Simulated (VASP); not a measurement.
Given:

```xyz
12
Lattice="5.7230 0.0000 0.0000 0.0000 5.7230 0.0000 0.0000 0.0000 5.7230" Properties=species:S:1:pos:R:3 pbc="T T T"
Ru     0.0000     2.8615     2.8615
Ru     2.8615     2.8615     0.0000
Ru     2.8615     0.0000     2.8615
Ru     0.0000     0.0000     0.0000
S      2.2216     0.6398     5.0831
S      3.5013     5.0831     0.6398
S      0.6398     5.0831     2.2216
S      5.0831     0.6398     3.5013
S      5.0831     2.2216     0.6398
S      0.6398     3.5013     5.0831
S      3.5013     3.5013     3.5013
S      2.2216     2.2216     2.2216
```

Method: PBE GGA, VASP's PBE PAW potentials (set 64) (plane waves; VASP). Settings: 300 eV cut-off, 3×3×3 Γ-centred mesh shifted by (0.5, 0.5, 0.5), Gaussian smearing of 0.050 eV, potentials Ru_pv S.

At this cut-off the stress carries a Pulay error, which pulls relaxed volumes low.

Problem. Which forces act on the atoms, in eV/Å?

Solution. 
```tsv
atom	Fx	Fy	Fz
Ru1	0.000	0.000	0.000
Ru2	0.000	0.000	0.000
Ru3	0.000	0.000	0.000
Ru4	0.000	0.000	0.000
S5	-0.111	0.111	-0.111
S6	0.111	-0.111	0.111
S7	0.111	-0.111	-0.111
S8	-0.111	0.111	0.111
S9	-0.111	-0.111	0.111
S10	0.111	0.111	-0.111
S11	0.111	0.111	0.111
S12	-0.111	-0.111	-0.111
```

Problem. Give the stress tensor in GPa (positive for a compressed cell).

Solution. 
```
-6.92   0.00   0.00
 0.00  -6.92   0.00
 0.00   0.00  -6.92
```
The pressure is its mean diagonal, -6.92 GPa.

The structure comes from a computed database's RuS2 entry; how it stands against other phases isn't given here. The cell was not relaxed at this level.
